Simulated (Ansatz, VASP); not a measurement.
**Two plane-wave programs on PdC**

The input INCAR:

```
SYSTEM = PdC
PREC = Accurate
ENCUT = 600
EDIFF = 1E-6
ISMEAR = 0
SIGMA = 0.1
LREAL = .False.
LASPH = .True.
NELM = 80
ALGO = Normal
ISIF = 3
LWAVE = .False.
LCHARG = .False.
GGA = PE
IBRION = 2
NSW = 100
EDIFFG = -0.01
```

KPOINTS

```
regular mesh
0
Gamma
  20 20 20
  0 0 0
```

POSCAR

```
PdC
1.0
    2.7695109996      0.0000000000      0.0000000000
    0.0000000000      2.7695109996      0.0000000000
    0.0000000000      0.0000000000      2.7695109996
Pd C
1 1
Direct
    0.0000000000      0.0000000000      0.0000000000
    0.5000000000      0.5000000000      0.5000000000
```

Input for Ansatz:

```yaml
crystal:
  lattice:
    - [2.7695109996, 0.0, 0.0]
    - [0.0, 2.7695109996, 0.0]
    - [0.0, 0.0, 2.7695109996]
  atoms:
    - { symbol: Pd, position: [0.0, 0.0, 0.0] }
    - { symbol: C, position: [0.5, 0.5, 0.5] }
basis:
  ecutwfc: 420
kpoints:
  mp_grid: { grid: [20, 20, 20] }
hamiltonian:
  xc: pbe
scf:
  occupations: { method: gaussian, width: 0.1 }
output:
  forces: true
  stress: true
  eigenvalues: true
relax:
  adjacent_minimum: "off"
  f_tol: 0.01
  max_steps: 80
  cell: { stress_tol: 0.05 }
```

Alike in both runs: task relaxation of cell and atoms; functional PBE; k mesh 20 × 20 × 20; occupations gaussian, width 0.1 eV; no spin polarisation.

```csv
,VASP,Ansatz
version,VASP 6.6.1,Ansatz 0.2.0
potentials or method,"VASP PAW PBE potentials, release 64 (Pd, C)","scalar-relativistic, plane waves, PAW"
plane-wave cutoff (eV),600,420
valence electrons in the cell,14,22
```

|  | VASP | Ansatz | Ansatz less VASP |
| --- | --- | --- | --- |
| gap on the k mesh at the Fermi level, each at its own relaxed structure (eV) | none | none | - |
| relaxed volume (Å³/atom) | 10.63 | 10.65 | +0.014 |
| relaxed cell length with the largest relative difference (Å) | 2.771 | 2.772 | +0.0012 |

A gap of «none» marks a metal or a gap that the smearing closes. The two sets of potentials don't hold the same shells in valence.
